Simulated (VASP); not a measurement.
All values below come from LDA (Ceperley-Alder, Perdew-Zunger), VASP's LDA PAW potentials (set 64) (plane waves; VASP).

VASP ran on this input.

**KPOINTS**
```
Automatic mesh
0
Gamma
11 11 11
0 0 0
```

POSCAR:
```
BN
1
    0.0000000000     1.7917979681     1.7917979681
    1.7917979681     0.0000000000     1.7917979681
    1.7917979681     1.7917979681    -0.0000000000
B N
1 1
Direct
  0.0000000000   0.0000000000   0.0000000000
  0.2500000000   0.2500000000   0.2500000000
```

INCAR:
```
ALGO = Normal
EDIFF = 1E-6
EDIFFG = -0.01
ENCUT = 520
IBRION = 2
ISIF = 3
ISMEAR = 0
LASPH = T
LCHARG = F
LREAL = F
LWAVE = F
NELM = 100
NSW = 60
PREC = Accurate
SIGMA = 0.05
SYSTEM = BN
```

POTCAR, in this order: B N (LDA.64 set). Program: vasp_std.

Q: Estimate the energy per atom (σ→0).

A: 
The energy per atom (σ→0) comes out as -9.707 eV/atom.

File OSZICAR:
```
...
DAV:   5    -0.205933867546E+02   -0.22870E-07   -0.22870E-07  1016   0.411E-03    0.665E+00
DAV:   6    -0.195654826501E+02    0.10279E+01   -0.37965E+00   896   0.141E+01    0.317E+00
DAV:   7    -0.194466050806E+02    0.11888E+00   -0.10837E-01  1208   0.298E+00    0.180E+00
DAV:   8    -0.194141045326E+02    0.32501E-01   -0.62207E-02   960   0.199E+00    0.190E-01
DAV:   9    -0.194139486842E+02    0.15585E-03   -0.44351E-04   896   0.245E-01    0.810E-02
DAV:  10    -0.194139299182E+02    0.18766E-04   -0.53008E-05  1176   0.849E-02    0.134E-02
DAV:  11    -0.194139303757E+02   -0.45743E-06   -0.16434E-06   720   0.106E-02
   1 F= -.19413930E+02 E0= -.19413930E+02  d E =-.194139E+02
```

The compound is BN in the zinc blende structure. It was relaxed first. The start is the result of an earlier pass.
